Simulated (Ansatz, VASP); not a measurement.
# AlIn2N3 in two plane-wave programs, part 2 of 2

One calculation is typed for both programs; each brings its own data sets. How far apart do they land? The cell is taken from a series of runs on this material, whose earlier steps may have relaxed, scaled, displaced or heated it; both programs get it as it stands.

VASP 6.6.1 and Ansatz 0.2.0.

So far. Step 2 (VASP: G0W0 gap, HSE06 form with 5 % exact exchange …): The k-mesh is coarse for exact exchange; levels may shift by about 0.1 eV on a finer one.

### 3. Ansatz: G0W0 gap, HSE06 form with 5 % exact exchange, screening 0.2078 1/A with an exact-exchange share of 0.05

Level of this step: Ansatz beside VASP: G0W0 on Kohn-Sham DFT, plane waves, HSE06 form with 5 % exact exchange, screening 0.2078 1/A (Ansatz).

Ansatz runs on its PAW soft_1 files.

The same cell, functional and mesh now go to Ansatz, which takes its cutoff from its data sets.

input.yaml reads:

```yaml
crystal:
  lattice:
    - [5.1481021059, -2.9628729689, 0.0]
    - [5.1481021059, 2.9628729689, 0.0]
    - [0.0, 0.0, 5.500038]
  atoms:
    - { symbol: Al, position: [0.341243, 0.658757, 0.989218] }
    - { symbol: Al, position: [0.658757, 0.341243, 0.489218] }
    - { symbol: In, position: [0.988295, 0.335413, 0.987121] }
    - { symbol: In, position: [0.664587, 0.011705, 0.987121] }
    - { symbol: In, position: [0.011705, 0.664587, 0.487121] }
    - { symbol: In, position: [0.335413, 0.988295, 0.487121] }
    - { symbol: "N", position: [0.968855, 0.332959, 0.385637] }
    - { symbol: "N", position: [0.667041, 0.031145, 0.385637] }
    - { symbol: "N", position: [0.031145, 0.667041, 0.885637] }
    - { symbol: "N", position: [0.332959, 0.968855, 0.885637] }
    - { symbol: "N", position: [0.368643, 0.631357, 0.337266] }
    - { symbol: "N", position: [0.631357, 0.368643, 0.837266] }
kpoints:
  mp_grid: { grid: [3, 3, 2] }
hamiltonian:
  xc:
    exchange: pbe
    correlation: pbe
    exx: { coeff: 0.05, omega: 0.2078 }
  pseudopotentials: { kind: paw, azcp: { folder: soft_1 } }
scf:
  occupations: { method: fixed }
gw:
  n_empty_bands: 699
  ecut_chi: 150.0
  qp_bands: [v4, c4]
  qp_kpoints: band_edges
  screening: { model: contour_deformation }
```

Started as:

```
> ansatz run input.yaml --threads 2 --pin off --max-ram 92160MiB --backend cuda --events-out ev --progress --plain --runs-dir out --devices 1 --max-vram 13GiB
```

Numbers of over 12 decimals in the logs are rounded to 6 here.

The log of the run:

```text
GPUs: using 1 of 1 available (devices: 1).
Engine: ansatz 0.2.0, x86_64-unknown-linux-gnu
Pseudopotentials: kind: paw
Pseudopotential: Al, paw, valence charge 3, recommended cutoff 420 eV (normal), soft_1/Al.paw.azcp
Pseudopotential: In, paw, valence charge 13, recommended cutoff 420 eV (normal), soft_1/In.paw.azcp
Pseudopotential: N, paw, valence charge 5, recommended cutoff 420 eV (normal), soft_1/N.paw.azcp
Functional definition: unnamed
  parameter a_1 = 0.05
  parameter omega_1 = 0.2078/angstrom
  exchange = pbe_x + (-a_1)*pbe_x_sr(omega_1) + a_1*exact_x_sr(omega_1)
  correlation = pbe_c
davidson cushion auto → on  (no smearing: the cushion is to keep the highest requested band from converging to the state above it; pin scf.eigensolver.cushion to override)
device memory: the entry about to start is reckoned to put 2.1 GiB on a device that reports 56.9 GiB free (of which the cap on the GPU budget leaves the run 13.0 GiB)
GPU FFT provider: cuFFT
GPU libraries: cuBLAS 13.8.2, cuFFT 12.4.0, cuSOLVER 12.3.4
Crystal: 12 atoms, lattice volume = 167.786 Å³
Basis set: ecut = 420 eV, 3247 PW (Γ)
Bands: 56, of which v1, the nominal top of the filled ones, is band 44 counted from 1 (43 counted from 0)
Symmetry: 4 space group operations
Space group: Cmc21 (ITA 36), of the structure as read, at distance tolerance 5.5e-5 Å
k-points: 8 of 18
Non-local potential: Al, projectors of the file, l = 0: 2, l = 1: 2, l = 2: 1
Non-local potential: In, projectors of the file, l = 0: 2, l = 1: 2, l = 2: 2, l = 3: 1
Non-local potential: N, projectors of the file, l = 0: 2, l = 1: 2, l = 2: 1
PAW form: soft (Blöchl's): semilocal exchange-correlation on the pseudo side does not see the compensation charge
PAW frozen core: Al, regenerated for the run's functional, and the local potential with it (the file was generated under x = pbe(κ = 0.804, μ = 0.219515), c = pbe(β = 0.066725))
PAW frozen core: In, regenerated for the run's functional, and the local potential with it (the file was generated under x = pbe(κ = 0.804, μ = 0.219515), c = pbe(β = 0.066725))
PAW frozen core: N, regenerated for the run's functional, and the local potential with it (the file was generated under x = pbe(κ = 0.804, μ = 0.219515), c = pbe(β = 0.066725))
PAW one-centre angular grid: Al, 110 points (default); XC on 64 Gauss nodes
PAW one-centre angular grid: In, 590 points (default); XC on 64 Gauss nodes
PAW one-centre angular grid: N, 110 points (default); XC on 64 Gauss nodes
Initial density: superposition of atomic densities (chi_scale 0.1, normalization cell, long waves kept (reshape's long-wave potential 0.07 eV rms))
Initial wavefunctions: pseudopotential atomic-orbital guess
GPU buffer pool allocated for 64000 grid points (all kernels)
GPU transforms: local potential and band sums: pruned to the plane-wave sphere, on 40×40×40
Functional: x = pbe(κ = 0.804, μ = 0.219515), c = pbe(β = 0.066725), warm-up for x = pbe(κ = 0.804, μ = 0.219515) + 0.05 (exact − pbe) at short range (hse, ω = 0.2078 Å⁻¹), c = pbe(β = 0.066725)
SCF iter   1: F=—  HF=-25779.280816 eV  |F-HF|=—  |Δ(HF+E_count)|=         —  Δρ=8.78e-2  dr2=1.65e1  ethr=1.00e-1  ⟨swp⟩=4.6  Hψ=1490  notcnv=0
preconditioner: auto → none  [insulator: Δε(μ)=1.771 eV  Ē_g=14.857 eV  n_scr=46 (ndim 8)  ℏωp=26.9 eV  f_vac=0.000]
SCF iter   2: F=—  HF=-25776.380830 eV  |F-HF|=—  |Δ(HF+E_count)|=    2.90e0  Δρ=6.39e-2  dr2=5.29e0  ethr=1.88e-2  ⟨swp⟩=3.6  Hψ=1224  notcnv=0  defer=1
iter 3 solved again at ethr=3.81e-4 eV; its pass at ethr=6.01e-3 eV (dr2=3.35e-1 eV) is discarded
SCF iter   3: F=—  HF=-25775.097695 eV  |F-HF|=—  |Δ(HF+E_count)|=    1.28e0  Δρ=1.80e-2  dr2=3.40e-1  ethr=3.81e-4  ⟨swp⟩=3.4  Hψ=2177  notcnv=0  defer=1
SCF iter   4: F=—  HF=-25775.076844 eV  |F-HF|=—  |Δ(HF+E_count)|=   2.09e-2  Δρ=5.93e-3  dr2=9.59e-2  ethr=3.81e-4  ⟨swp⟩=3.1  Hψ=1051  notcnv=0
SCF iter   5: F=—  HF=-25775.060686 eV  |F-HF|=—  |Δ(HF+E_count)|=   1.62e-2  Δρ=2.99e-3  dr2=2.02e-2  ethr=1.09e-4  ⟨swp⟩=3.1  Hψ=1119  notcnv=0
SCF iter   6: F=—  HF=-25775.056922 eV  |F-HF|=—  |Δ(HF+E_count)|=   3.76e-3  Δρ=6.89e-4  dr2=6.56e-4  ethr=2.29e-5  ⟨swp⟩=3.0  Hψ=1021  notcnv=0
SCF iter   7: F=-25775.056999 eV  HF=-25775.057000 eV  |F-HF|=1.28e-6  |Δ(HF+E_count)|=   7.80e-5  Δρ=2.38e-4  dr2=4.64e-5  ethr=7.45e-7  ⟨swp⟩=4.4  Hψ=1422  notcnv=0
SCF 1 stopped early in 7 iterations: F = -25775.056999 eV  dr2 = 4.64e-5
  greatest PAW one-centre occupation: 0.984 electrons in one spin orbital (limit 2), on the In atom at site 3 (counted from 0), in its partial waves of l = 2
device memory: the entry about to start is reckoned to put 2.8 GiB on a device that reports 56.3 GiB free (of which the cap on the GPU budget leaves the run 13.0 GiB)
GPU FFT provider: cuFFT
GPU libraries: cuBLAS 13.8.2, cuFFT 12.4.0, cuSOLVER 12.3.4
Initial density: handed on by an earlier stage of this run
[...]
Free energy (F): -25778.200763 eV
Frozen-core exchange: fock
Harris-Foulkes:  -25778.200763 eV  (|F-HF|=4.95e-10)
Internal energy: -25778.200763 eV  (E = F + TS)
E sigma→0 (E₀):  -25778.200763 eV
Fermi energy:    8.477256 eV
--- Per-component energies (eV) ---
  E_band       = -28.164071
  E_kinetic    = 1694.157117
  E_local      = -5478.406317  (includes V_loc(G=0)·N_el)
  E_nonlocal   = 1540.930187
  E_hartree    = 2180.450870
  E_xc         = -960.694182
  E_vxc        = -829.528281  (∫ρ·V_xc dr)
  E_exx        = -43.545812  (= α·E_x^exact, valence–valence)
  E_paw        = -18553.648158  (= ΣΔE_a)
  E_vpaw       = -1229.132372  (= ΣTr[D̂ρ^β])
  E_aug_tail   = 0.005413  (compensation charges beyond the density's cutoff)
  E_ewald      = -6157.821293
  E_core_change = 0.371411  (= ΣΔE_core)
  E_smearing   = -0.000000  (= −TS)
  E_closure    = 0.000000  (closes the sum)
  Σ components = -25778.200763   (vs F -25778.200763, Δ=3.64e-12)
--- Band table (eV; the first three rows and the last of 8) ---
  k-point 0: bands = [... 40 lower, 7.8824, 8.4279, 8.4657, 8.4773, 9.5505, 12.1446, 13.6789, 14.0281, ... 2 higher]
  k-point 1: bands = [... 40 lower, 8.1511, 8.1511, 8.2478, 8.2478, 11.8489, 11.8489, 14.5943, 14.5943, ... 2 higher]
  k-point 2: bands = [... 40 lower, 7.3555, 7.7232, 8.1416, 8.1689, 11.3023, 13.1196, 13.2874, 13.9197, ... 2 higher]
  k-point 7: bands = [... 40 lower, 7.4612, 7.4612, 7.7717, 7.7717, 12.7072, 12.7072, 12.8765, 12.8765, ... 2 higher]
  guard bands above this table: 6 of the run's 56 bands. The solve was not asked for them (output.publish_guard_bands: true or output.eigenvalues: true publishes all)
--- G₀W₀: contour deformation, 7 samples at zero and on the imaginary axis and 1 off it, 18 q-points, 699 empty bands' worth ---
  eigenvalues of the whole cell's RPA ε∞ on this k-mesh (on a slab, of 1 + 4πα/V) = 10.5319, 10.6609, 10.8126; static W/v taken at q = 0 is 0.094011
  bands read: the sum over 743 bands ends inside a degenerate multiplet in 4 slots, whose members it reads at an even weight; the widest, k=1: bands 743 to 744 (counted from 1) at 1/2 each
  gw.qp_kpoints: band_edges: 7 of 8 stored k-points solved, in 1 pass; an edge of the gap read off the rows below is read off those points alone
    valence top: of the k-points left out ik 5 came nearest to being solved in a further pass, in band 44 (counted from 1, as in the quasiparticle table): it holds the edge there only if its correction is more favourable than any solved in that band by at least 0.576 eV; those differ by 0.068 eV
    conduction bottom: of the k-points left out ik 5 came nearest to being solved in a further pass, in band 46 (counted from 1, as in the quasiparticle table): it holds the edge there only if its correction is more favourable than any solved in that band by at least 3.134 eV; those differ by 0.199 eV
    ik  band        ε_KS         Σx   Σc(E_QP)       V_xc       Z   E_QP_lin       E_QP  E_QP is
     0    41      7.8824   -21.3503     3.0059   -17.9502  0.7146     7.4790     7.4881  root
     0    42      8.4279   -21.7469     3.0496   -18.3401  0.7142     8.0636     8.0709  root
     0    43      8.4657   -21.7272     2.8720   -18.5174  0.7165     8.1216     8.1279  root
     0    44      8.4773   -21.9291     2.8917   -18.7049  0.7162     8.1387     8.1448  root
     0    45      9.5505   -11.0462    -3.3502   -14.6191  0.7534     9.7756     9.7733  root
     0    46     12.1446    -9.7463    -4.3748   -14.4210  0.7595    12.4493    12.4444  root
     0    47     13.6789    -7.1793    -4.3527   -11.6584  0.7623    13.8061    13.8053  root
     0    48     14.0281    -6.5743    -4.3400   -10.9605  0.7673    14.0743    14.0742  root
     1    41      8.1511   -21.5840     2.9714   -18.2405  0.7153     7.7711     7.7790  root
     1    42      8.1511   -21.5840     2.9714   -18.2405  0.7153     7.7711     7.7790  root
     1    43      8.2478   -21.5500     2.9077   -18.2871  0.7151     7.8855     7.8927  root
     1    44      8.2478   -21.5500     2.9077   -18.2871  0.7151     7.8855     7.8927  root
     1    45     11.8489   -10.9305    -3.9801   -15.2435  0.7455    12.1878    12.1818  root
     1    46     11.8489   -10.9305    -3.9801   -15.2435  0.7455    12.1878    12.1818  root
     1    47     14.5943    -9.5431    -4.9837   -14.8928  0.7407    14.9686    14.9601  root
     1    48     14.5943    -9.5431    -4.9837   -14.8928  0.7407    14.9686    14.9601  root
     2    41      7.3555   -20.8075     3.1096   -17.2768  0.7098     6.9234     6.9345  root
     2    42      7.7232   -20.8894     2.9522   -17.5372  0.7135     7.3136     7.3233  root
     2    43      8.1416   -21.5364     2.9834   -18.1867  0.7147     7.7676     7.7753  root
     2    44      8.1689   -21.5024     3.0778   -18.0476  0.7134     7.7837     7.7920  root
     2    45     11.3023   -11.7908    -3.5505   -15.6525  0.7406    11.6186    11.6135  root
     2    46     13.1196   -10.7639    -4.4820   -15.6574  0.7361    13.5415    13.5311  root
     2    47     13.2874   -10.6993    -4.5926   -15.7067  0.7391    13.7127    13.7021  root
     2    48     13.9197    -9.3926    -4.6210   -14.3317  0.7501    14.2434    14.2376  root
[...]
7    41      7.4612   -20.9735     3.1552   -17.3944  0.7098     7.0261     7.0374  root
     7    42      7.4612   -20.9735     3.1552   -17.3944  0.7098     7.0261     7.0374  root
     7    43      7.7717   -20.9616     2.9490   -17.6124  0.7140     7.3619     7.3715  root
     7    44      7.7717   -20.9616     2.9490   -17.6124  0.7140     7.3619     7.3715  root
     7    45     12.7072    -8.8580    -4.2134   -13.2837  0.7564    12.9218    12.9195  root
     7    46     12.7072    -8.8580    -4.2134   -13.2837  0.7564    12.9218    12.9195  root
     7    47     12.8765    -9.5538    -4.3711   -14.2233  0.7485    13.1798    13.1750  root
     7    48     12.8765    -9.5538    -4.3711   -14.2233  0.7485    13.1798    13.1750  root
```

Reading the cycles: dr2 is the Hartree energy of the density residual (eV), the measure of convergence; HF is the Harris–Foulkes estimate of the energy, which meets the free energy F at convergence.

### 4. Differences

Known differences besides the potentials themselves: exact exchange at q = 0 is treated differently, which shows on coarse meshes; VASP keeps PBE cores, Ansatz makes them for the functional; fixed occupations in Ansatz, narrow Gaussian smearing in VASP; the cutoff is 420 eV in Ansatz and 450 eV in VASP; Ansatz integrates over frequency by contour deformation, VASP on a grid of NOMEGA points; Ansatz's G0W0 levels solve the quasiparticle equation, VASP's are linearised. Total energies have different zeros and are not compared.

The two programs side by side:

```csv
quantity,Ansatz,VASP,difference
G0W0 gap on the mesh (eV),1.63,1.64,-0.01
Kohn-Sham gap under it (eV),1.07,1.07,0.00
```

### 5. Results

```json
{
 "difference in G0W0 gap on the mesh (G0W0 gap, HSE06 form with 5 % exact exchange, screening 0.2078 1/A with an exact-exchange share of 0.05)": "-0.0095 eV"
}
```

In words: The difference in G0W0 gap on the mesh is -0.0095 eV (G0W0 gap, HSE06 form with 5 % exact exchange, screening 0.2078 1/A with an exact-exchange share of 0.05). Such differences can come from data sets, numerical settings and the points named under the comparisons, not from the functional's error against experiment.

[Lines on the potential files, build, host, timing and source positions are cut from VASP's logs without a mark.]

[Logs are printed without paths, hosts, clocks, repeated set-up lines and the standing remarks that a program may print on its own settings, such as how far it seeks lower states.]

[Hosts, paths, dates, database ids (printed as entryN), source tags and the programs' standing remarks are cut or masked in the printed files.]
